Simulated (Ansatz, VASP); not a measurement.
# Cross-check of CoCu2SnSe2S2 (Cu2CoSnS2Se2, stannite) between VASP and Ansatz

Aim: how closely do two programs agree when they are given the same cell, functional and k mesh? The cell is invented: As first built, before any earlier steps moved the atoms (in the runner's words): 1x2x1 conventional cells of the CoCu2SnS4 type (32 atoms: 8 S, 4 Co, 8 Cu, 8 Se, 4 Sn); S/Se share their sites, the best of 600 random draws by like-pair counts in two shells; start lattice by linear mixing of the end members' cells; atoms moved at random by 0.02 A. Start moments point up or down at random, in equal numbers. It may not be a known or stable phase. Of the first pair: The structure shown is the start of the Ansatz relaxation below; VASP solves that cell, so the two are compared at the walk's first step.

Method: plane waves, with VASP 6.6.1 beside it; single point at PBE with D3(BJ), in Ansatz 0.2.0.

## (1) Set-up

The cell holds 32 atoms: 8 S, 4 Co, 8 Cu, 8 Se and 4 Sn. Its edges and angles: a = 5.563 Å, b = 11.117 Å, c = 11.009 Å, α = 90.1°, β = 90.1°, γ = 89.9°. It derives from CoCu2SnS4 (CoCu2SnS4 type, space group 121), repeated 1×2×1. As first built, before any earlier steps moved the atoms (in the runner's words): 1x2x1 conventional cells of the CoCu2SnS4 type (32 atoms: 8 S, 4 Co, 8 Cu, 8 Se, 4 Sn); S/Se share their sites, the best of 600 random draws by like-pair counts in two shells; start lattice by linear mixing of the end members' cells; atoms moved at random by 0.02 A. Start moments point up or down at random, in equal numbers.

## (2) Ansatz: relaxation, PBE with D3(BJ)

Ansatz runs on its default PAW (the set named soft_2) files.

The two programs are compared at the cell with which this relaxation starts, whose forces are those of its first step.

Input file input.yaml:

```yaml
crystal:
  lattice:
    - [5.56344, 0.00684, -0.00407]
    - [0.01367, 11.11691, -0.0061]
    - [-0.00813, -0.00609, 11.00945]
  atoms:
    - { symbol: S, position: [0.23105, 0.11301, 0.12677] }
    - { symbol: S, position: [0.26916, 0.36882, 0.36828] }
    - { symbol: S, position: [0.76733, 0.10826, 0.87072] }
    - { symbol: S, position: [0.73126, 0.63726, 0.37439] }
    - { symbol: S, position: [0.26821, 0.86353, 0.37238] }
    - { symbol: S, position: [0.73306, 0.86245, 0.62986] }
    - { symbol: S, position: [0.23447, 0.886, 0.86689] }
    - { symbol: S, position: [0.26842, 0.64106, 0.62541] }
    - { symbol: Co, position: [0.01198, 0.0019, 0.99441], spin: -3.0 }
    - { symbol: Co, position: [0.48829, 0.25508, 0.49372], spin: 3.0 }
    - { symbol: Co, position: [0.99835, 0.49941, 0.00013], spin: 3.0 }
    - { symbol: Co, position: [0.50253, 0.75241, 0.50022], spin: -3.0 }
    - { symbol: Cu, position: [0.03274, 0.24656, 0.24998] }
    - { symbol: Cu, position: [0.46849, 0.99803, 0.25151] }
    - { symbol: Cu, position: [0.5168, 0.98961, 0.75437] }
    - { symbol: Cu, position: [0.98268, 0.23766, 0.75591] }
    - { symbol: Cu, position: [0.99475, 0.75129, 0.26447] }
    - { symbol: Cu, position: [0.50588, 0.50298, 0.26574] }
    - { symbol: Cu, position: [0.48265, 0.51001, 0.74079] }
    - { symbol: Cu, position: [0.01694, 0.75871, 0.74255] }
    - { symbol: Se, position: [0.73111, 0.1341, 0.36399] }
    - { symbol: Se, position: [0.77249, 0.38347, 0.13709] }
    - { symbol: Se, position: [0.72683, 0.36524, 0.63189] }
    - { symbol: Se, position: [0.22808, 0.38231, 0.86466] }
    - { symbol: Se, position: [0.27408, 0.13066, 0.63294] }
    - { symbol: Se, position: [0.22962, 0.61619, 0.13681] }
    - { symbol: Se, position: [0.77137, 0.88886, 0.1338] }
    - { symbol: Se, position: [0.77261, 0.61889, 0.86262] }
    - { symbol: Sn, position: [0.50445, 0.24263, 0.00029] }
    - { symbol: Sn, position: [0.99668, 0.99274, 0.50063] }
    - { symbol: Sn, position: [0.4951, 0.75436, 0.99807] }
    - { symbol: Sn, position: [0.00573, 0.50407, 0.49861] }
magnetization:
  spin_polarized: true
kpoints:
  mp_grid: { grid: [3, 2, 2], shift: [0.0, 0.5, 0.5] }
hamiltonian:
  xc: pbe
  dispersion: d3bj
scf:
  occupations: { method: fermi_dirac, width: 0.03 }
output:
  forces: true
  stress: true
relax:
  f_tol: 0.02
  max_steps: 25
  cell: { stress_tol: 0.1 }
```

Launch:

```sh
$ ansatz run input.yaml --threads 8 --pin off --max-ram 15360MiB --backend cpu --events-out ev --progress --plain --runs-dir out
```

Numbers of over 12 decimals in the logs are rounded to 6 here.

Output:

```text
The last accepted step is kept in <dir> (removed where the run ends without a failure and the disk answers)
Engine: ansatz 0.2.0, x86_64-unknown-linux-gnu
Pseudopotentials: kind: paw
Pseudopotential: S, paw, valence charge 6, recommended cutoff 420 eV (normal), S.paw.azcp
Pseudopotential: Co, paw, valence charge 17, recommended cutoff 420 eV (normal), Co.paw.azcp
Pseudopotential: Cu, paw, valence charge 19, recommended cutoff 420 eV (normal), Cu.paw.azcp
Pseudopotential: Se, paw, valence charge 16, recommended cutoff 420 eV (normal), Se.paw.azcp
Pseudopotential: Sn, paw, valence charge 14, recommended cutoff 420 eV (normal), Sn.paw.azcp
Functional definition: PBE
  parameter kappa = 0.804
  parameter beta = 0.066725
  exchange = pbe_x(kappa = kappa, mu = beta*pi^2/3)
  correlation = pbe_c(beta = beta)
Crystal: 32 atoms, lattice volume = 680.914 Å³
Basis set: ecut = 420 eV, 13341 PW (Γ), exchange–correlation on 80×150×150 points (8 copies of the dense FFT grid, shifted against one another)
Bands: 279, of which v1, the nominal top of the filled ones, is band 226 counted from 1 (225 counted from 0)
Symmetry: 1 space group operations
Space group: P1 (ITA 1), of the structure as read, at distance tolerance 8.8e-5 Å
Magnetic group: BNS 1.1 (UNI 1), of the structure as read, at distance tolerance 8.8e-5 Å
k-points: 6 of 12 (time reversal used)
Non-local potential: S, projectors of the file, l = 0: 2, l = 1: 2, l = 2: 2
Non-local potential: Co, projectors of the file, l = 0: 3, l = 1: 2, l = 2: 3, l = 3: 1
Non-local potential: Cu, projectors of the file, l = 0: 3, l = 1: 2, l = 2: 3, l = 3: 1
Non-local potential: Se, projectors of the file, l = 0: 2, l = 1: 2, l = 2: 3, l = 3: 1
Non-local potential: Sn, projectors of the file, l = 0: 2, l = 1: 2, l = 2: 2, l = 3: 2
PAW form: soft (Blöchl's): semilocal exchange-correlation on the pseudo side does not see the compensation charge
PAW one-centre angular grid: S, 110 points (default); XC on 64 Gauss nodes
PAW one-centre angular grid: Co, 590 points (default); XC on 64 Gauss nodes
PAW one-centre angular grid: Cu, 590 points (default); XC on 64 Gauss nodes
PAW one-centre angular grid: Se, 590 points (default); XC on 64 Gauss nodes
PAW one-centre angular grid: Sn, 590 points (default); XC on 64 Gauss nodes
Initial density: superposition of atomic densities (chi_scale 0.1, normalization cell)
Starting moments: Σ|m| = 12 μB on 4 of 32 sites
Starting magnetic order: compensated ferrimagnet; no operation exchanges its spin sublattices
Initial wavefunctions: pseudopotential atomic-orbital guess
Functional: x = pbe(κ = 0.804, μ = 0.219515), c = pbe(β = 0.066725)
SCF iter   1: F=—  HF=-148595.603996 eV  |F-HF|=—  |Δ(HF+E_count)|=         —  Δρ=6.97e-2 (↑6.97e-2 ↓6.68e-2)  dr2=1.02e2  dr2_m=1.85e0  M=-0.355 μB ∫|m|=11.278 μB  β_m=0.30  ethr=3.10e-3  ⟨swp⟩=6.0  Hψ=12379  notcnv=0  defer=68
Mixer restart at iter 1: flushing history
preconditioner: auto → Kerker (q_TF=auto, 2.548 Å⁻¹)  [metal: Δε(μ)=0.002 eV  Ē_g=10.739 eV  σ=0.030 eV  W_gap=0.02  n_scr=188 (ndim 8)  ℏωp=23.6 eV  f_vac=0.018  D(μ)=31.32/eV (n_scr^D=288)]
spin=Collinear: Kerker preconditioning applied to the charge; magnetization (m = ρ↑ − ρ↓) channel mixes plain (no charge-response kernel on spin).
SCF iter   2: F=—  HF=-148594.444045 eV  |F-HF|=—  |Δ(HF+E_count)|=    1.16e0  Δρ=3.21e-2 (↑3.21e-2 ↓3.11e-2)  dr2=1.56e1  dr2_m=8.90e-1  M=0.072 μB ∫|m|=11.416 μB  β_m=0.27  ethr=3.10e-3  ⟨swp⟩=3.0  Hψ=6841  notcnv=0  defer=452
preconditioner: auto → Resta (q_TF=auto, 2.548 Å⁻¹)  ε∞=5.4  [insulator: Δε(μ)=0.079 eV  Ē_g=11.289 eV  σ=0.030 eV  W_gap=0.57  n_scr=188 (ndim 8)  ℏωp=23.6 eV  f_vac=0.022  D(μ)=8.81/eV (n_scr^D=38)  ε∞_Penn≈5.4]
spin=Collinear: Resta preconditioning applied to the charge; magnetization (m = ρ↑ − ρ↓) channel mixes plain (no charge-response kernel on spin).
SCF iter   3: F=—  HF=-148590.461436 eV  |F-HF|=—  |Δ(HF+E_count)|=    3.98e0  Δρ=1.75e-2 (↑1.75e-2 ↓1.73e-2)  dr2=5.27e0  dr2_m=9.37e-1  M=0.054 μB ∫|m|=11.110 μB  β_m=0.45  ethr=3.10e-3  ⟨swp⟩=2.2  Hψ=4687  notcnv=0  defer=508
SCF iter   4: F=—  HF=-148591.695461 eV  |F-HF|=—  |Δ(HF+E_count)|=    1.23e0  Δρ=1.09e-2 (↑1.04e-2 ↓1.09e-2)  dr2=1.41e0  dr2_m=4.19e-1  M=0.019 μB ∫|m|=10.597 μB  β_m=0.57  ethr=1.17e-3  ⟨swp⟩=2.9  Hψ=4902  notcnv=0  defer=490
SCF iter   5: F=—  HF=-148591.870933 eV  |F-HF|=—  |Δ(HF+E_count)|=   1.75e-1  Δρ=5.51e-3 (↑5.51e-3 ↓4.33e-3)  dr2=3.67e-1  dr2_m=7.41e-2  M=0.006 μB ∫|m|=10.272 μB  β_m=0.61  ethr=3.12e-4  ⟨swp⟩=2.0  Hψ=4860  notcnv=0  defer=500
SCF iter   6: F=—  HF=-148591.880155 eV  |F-HF|=—  |Δ(HF+E_count)|=   9.22e-3  Δρ=5.62e-3 (↑5.19e-3 ↓5.62e-3)  dr2=5.10e-1  dr2_m=6.22e-3  M=-0.004 μB ∫|m|=10.272 μB  β_m=0.51  ethr=8.13e-5  ⟨swp⟩=3.0  Hψ=6359  notcnv=0  defer=504
[...]
SCF iter  10: F=—  HF=-148592.126253 eV  |F-HF|=—  |Δ(HF+E_count)|=   4.98e-9  Δρ=3.50e-7 (↑3.50e-7 ↓3.32e-7)  dr2=2.07e-9  dr2_m=6.18e-11  M=-0.000 μB ∫|m|=10.005 μB  β_m=0.49  ethr=2.02e-12  ⟨swp⟩=2.0  Hψ=6060  notcnv=0
[...]
SCF converged after 11 iterations
Magnetization: -0.0005 μB (225.9998 up, 226.0002 down)
Absolute magnetization: 10.0139 μB (∫|ρ↑−ρ↓|, with the PAW one-centre terms)
Spin contamination: 5.3810 ħ² per cell (⟨S²⟩ above its minimum at these occupations)
Per-site moments (μB) at R_I (Å): [(-0.049395, 0.920265), (0.048191, 0.907542), (-0.045239, 0.916707), (-0.047885, 0.922245), (-0.045303, 0.924500), (-0.046730, 0.922958), (-0.043096, 0.921100), (-0.049882, 0.921293), (-1.847451, 0.916707), (1.820247, 0.907542), (1.844652, 0.957385), (-1.860987, 0.921293), (0.035208, 0.930936), (-0.049776, 0.931903), (-0.042293, 0.935794), (0.037094, 0.920432), (-0.043407, 0.930343), [...]
Free energy (F): -148592.126253 eV
Harris-Foulkes:  -148592.126253 eV  (|F-HF|=8.73e-11)
Internal energy: -148592.122070 eV  (E = F + TS)
E sigma→0 (E₀):  -148592.124162 eV
Entropy (-TS):   -0.004183 eV (-0.131 meV/atom)
Fermi energy:    9.429728 eV
--- Per-component energies (eV) ---
  E_band       = -8865.931784
  E_kinetic    = 6758.982759
  E_local      = -86784.248633  (includes V_loc(G=0)·N_el)
  E_nonlocal   = 344.297113
  E_hartree    = 39895.662142
  E_xc         = -4480.291979
  E_vxc        = -3598.167590  (∫ρ·V_xc dr)
  E_paw        = -56060.874090  (= ΣΔE_a)
  E_vpaw       = -5378.116714  (= ΣTr[D̂ρ^β])
  E_aug_tail   = -0.002117  (compensation charges beyond the density's cutoff)
  E_ewald      = -48254.095510
  E_disp       = -11.551753  (pairwise vdW)
  E_smearing   = -0.004183  (= −TS)
  E_closure    = -0.000000  (closes the sum)
  Σ components = -148592.126253   (vs F -148592.126253, Δ=0.00e0)
--- Forces (eV/Å), atoms counted from 1 ---
  atom   1  S      0.00171929     0.00037741     0.00039210
  atom   2  S     -0.00084365    -0.00323307    -0.00064316
  atom   3  S     -0.00234222     0.00130398     0.00213332
  atom   4  S      0.00117395     0.00086070     0.00131395
  atom   5  S      0.00099332     0.00148137     0.00037738
  atom   6  S      0.00000331     0.00201158    -0.00098712
  atom   7  S      0.00125712    -0.00282631     0.00262265
  atom   8  S     -0.00083011    -0.00100060    -0.00150365
  atom   9  Co     0.00005866     0.00151118    -0.00032424
  atom  10  Co    -0.00203631    -0.00032445     0.00093819
  atom  11  Co    -0.00132758    -0.00091870    -0.00018309
  atom  12  Co    -0.00003473     0.00029799     0.00011278
  atom  13  Cu     0.00240802     0.00021443     0.00072608
  atom  14  Cu    -0.00142995     0.00009465    -0.00085886
  atom  15  Cu     0.00095906     0.00112795     0.00008312
  atom  16  Cu    -0.00117575     0.00098808    -0.00046032
  atom  17  Cu    -0.00107592     0.00018077     0.00009648
  atom  18  Cu     0.00008630    -0.00110647    -0.00047981
  atom  19  Cu    -0.00136528    -0.00080336    -0.00119644
  atom  20  Cu     0.00116532    -0.00121110    -0.00064240
  atom  21  Se     0.00104391    -0.00041278    -0.00115181
  atom  22  Se    -0.00247427     0.00176108    -0.00030457
  atom  23  Se     0.00186746    -0.00176142    -0.00095465
  atom  24  Se     0.00287629     0.00249748     0.00150234
  atom  25  Se    -0.00048586    -0.00025656    -0.00135240
  atom  26  Se     0.00103924     0.00032178     0.00170726
  atom  27  Se     0.00067301    -0.00428563     0.00100785
  atom  28  Se     0.00011856    -0.00031940     0.00159137
  atom  29  Sn    -0.00071395    -0.00808786    -0.00179611
  atom  30  Sn     0.00075166    -0.00400211     0.00011829
  atom  31  Sn    -0.00093583     0.00928703    -0.00237957
  atom  32  Sn    -0.00112315     0.00623193     0.00049375
  max |Σ_I F_I| component: 1.29e-6 eV/Å
--- Stress (GPa, compression-positive) ---
       -0.005212       0.001240      -0.000874
        0.001240      -0.002886      -0.000721
       -0.000874      -0.000721       0.007389
  P = ⅓ Tr σ = -0.0002 GPa (-0.002 kbar)
--- Relaxed structure (5 steps of the walk, 5 accepted, 1 SCFs on fresh bases) ---
  F+E_penalty+E_count = -148592.12625319 eV   max|allowed force component| = 9.287e-3 eV/Å   (the final SCF, on the basis selected at the relaxed cell)
  cell:  # Å, volume = 652.3427 Å³
    - [5.491898, 0.00896025, -0.0032901]
    - [0.017911, 10.969968, -0.00623504]
    - [-0.00661697, -0.00624774, 10.828031]
  atoms:
    - { symbol: S, position: [0.229943, 0.112854, 0.126204] }
    - { symbol: S, position: [0.269147, 0.368774, 0.367886] }
    - { symbol: S, position: [0.767090, 0.107191, 0.870790] }
    - { symbol: S, position: [0.730197, 0.637634, 0.374518] }
    - { symbol: S, position: [0.269387, 0.863668, 0.371873] }
    - { symbol: S, position: [0.731997, 0.861906, 0.630160] }
    - { symbol: S, position: [0.233536, 0.886025, 0.866287] }
    - { symbol: S, position: [0.268460, 0.641857, 0.624828] }
    - { symbol: Co, position: [0.011958, 0.00114128, 0.994275] }
    - { symbol: Co, position: [0.487915, 0.255343, 0.493785] }
    - { symbol: Co, position: [0.998123, 0.499496, 2.90915183646886e-5] }
    - { symbol: Co, position: [0.502519, 0.753031, 0.499884] }
    - { symbol: Cu, position: [0.033432, 0.246104, 0.250213] }
    - { symbol: Cu, position: [0.468111, 0.998448, 0.251100] }
    - { symbol: Cu, position: [0.516650, 0.989171, 0.754406] }
    - { symbol: Cu, position: [0.983093, 0.236869, 0.756579] }
    - { symbol: Cu, position: [0.995088, 0.751102, 0.265180] }
    - { symbol: Cu, position: [0.506288, 0.503090, 0.266015] }
    - { symbol: Cu, position: [0.482256, 0.510491, 0.740160] }
    - { symbol: Cu, position: [0.016838, 0.758794, 0.742445] }
    - { symbol: Se, position: [0.730161, 0.134757, 0.363455] }
    - { symbol: Se, position: [0.773109, 0.383712, 0.137858] }
    - { symbol: Se, position: [0.726883, 0.364578, 0.632692] }
    - { symbol: Se, position: [0.227906, 0.382669, 0.863861] }
    - { symbol: Se, position: [0.275808, 0.130804, 0.633511] }
    - { symbol: Se, position: [0.229062, 0.615815, 0.137323] }
    - { symbol: Se, position: [0.772910, 0.889302, 0.134636] }
    - { symbol: Se, position: [0.773343, 0.618701, 0.861760] }
    - { symbol: Sn, position: [0.504913, 0.243066, 0.000178277] }
    - { symbol: Sn, position: [0.996252, 0.993003, 0.500781] }
    - { symbol: Sn, position: [0.495386, 0.754371, 0.998379] }
    - { symbol: Sn, position: [0.00542802, 0.503792, 0.498849] }
```

[end of part 1 of 2]

[Lines on the potential files, build, host, timing and source positions are cut from VASP's logs without a mark.]

[Logs are printed without paths, hosts, clocks, repeated set-up lines and the standing remarks that a program may print on its own settings, such as how far it seeks lower states.]

[Hosts, paths, dates, database ids (printed as entryN), source tags and the programs' standing remarks are cut or masked in the printed files.]
